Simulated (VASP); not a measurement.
Here is the system:

```yaml
crystal:
  lattice:
    - [3.51931, 0.00000, 0.00000]
    - [0.00000, 3.51931, 0.00000]
    - [0.00000, 0.00000, 3.51931]
  atoms:
    - { symbol: Al, position: [0.00000, 0.00000, 0.00000] }
    - { symbol: Ni, position: [0.00000, 0.50000, 0.50000], spin: 0.5 }
    - { symbol: Ni, position: [0.50000, 0.00000, 0.50000], spin: 0.5 }
    - { symbol: Ni, position: [0.50000, 0.50000, 0.00000], spin: 0.5 }
```

These are PBE GGA, VASP's PBE PAW potentials (set 64) (plane waves; VASP) values and carry that method's errors. Numerical set-up: 300 eV cut-off, 12×12×12 Γ-centred mesh, first-order Methfessel-Paxton smearing of 0.14 eV, potentials Al Ni.

At this cut-off the stress carries a Pulay error, which pulls relaxed volumes low.

What does the run give for the cell moment, energy per atom (σ→0), pressure, band gap (on the k-mesh) with the smallest direct gap where there is one?

band gap (on the k-mesh): none (metal, semimetal or under 0.01 eV)
cell moment: 0.73 μB
energy per atom (σ→0): -5.470 eV/atom
pressure: 7.81 GPa

Give the moment on each site (PAW-sphere projection).

```tsv
site	moment (μB)
Al1	-0.01
Ni2	0.26
Ni3	0.26
Ni4	0.26
```

Only differences to runs with the same potentials and settings are physical.

The structure is a typed Ni3Al crystal. The cell was not relaxed at this level.
